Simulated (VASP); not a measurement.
Here is the system:

```
Rb
1.0
   -2.78757     2.87379     2.78757
    2.78757    -2.87379     2.78757
    2.78757     2.87379    -2.78757
Rb
1
Direct
  0.00000   0.00000   0.00000
```

The numbers are results of r2SCAN meta-GGA, VASP's PBE PAW potentials (set 64) (plane waves; VASP 6.6.1), not measurements. Settings: 480 eV cut-off, 8×8×8 Γ-centred mesh, first-order Methfessel-Paxton smearing of 0.10 eV, potentials Rb_sv.

Q: Predict the energy per atom (σ→0), band gap (on the k-mesh) with the smallest direct gap where there is one.

A: 
```json
{
  "band gap (on the k-mesh)": "none (metal, semimetal or under 0.01 eV)",
  "energy per atom (σ→0)": "-13.909 eV/atom"
}
```

Total energies compare only between runs with the same potentials, cut-off and functional.

The compound is Rb in the bcc structure. This cell was strained or had an atom moved on purpose.
